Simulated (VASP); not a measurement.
Input:

```
PtSe2
1.0
    1.92723    -3.33805     0.00000
    1.92723     3.33805     0.00000
    0.00000     0.00000     8.01884
Pt Se
1 2
Direct
  0.00000   0.00000   0.00000
  0.33333   0.66667   0.16600
  0.66667   0.33333   0.83400
```

Level of theory: RPBE GGA, VASP's PBE PAW potentials (set 64) (plane waves; VASP). Run with 520 eV cut-off, 7×7×3 Γ-centred mesh, Gaussian smearing of 0.050 eV, potentials Pt Se.

Without a dispersion term in the relaxation, distances and binding between the weakly bound layers, chains or molecules are unreliable, and so is what depends on them.

Q: The ions and cell shape at fixed volume are relaxed. Which structure does the run end with?

A: 
```
PtSe2
1.0
    1.88850    -3.27098     0.00000
    1.88850     3.27098     0.00000
    0.00000     0.00000     8.35108
Pt Se
1 2
Direct
  0.00000   0.00000   0.00000
  0.33333   0.66667   0.15673
  0.66667   0.33333   0.84327
```
Space group P-3m1 (164), at a tolerance of 0.03 Å.

Q: How much energy does the relaxation gain?

A: The energy (σ→0) changes by -22.1 meV/atom, in 6 ionic steps.

```tsv
step	E(σ→0) (eV)	max force (eV/Å)	pressure (GPa)	volume (Å³)
1	-13.0489	0.605	-3.48	103.17
2	-13.0859	0.363	-2.34	103.17
3	-13.1106	0.029	-0.52	103.17
4	-13.1111	0.095	-0.22	103.17
5	-13.1146	0.041	-0.08	103.17
6	-13.1152	0.008	0.00	103.17
```

The compound is PtSe2 in the 1T layered structure. This cell is one point of a volume scan, at 1.06 of the reference volume. Symmetry was kept, so distortions that lower it aren't found.
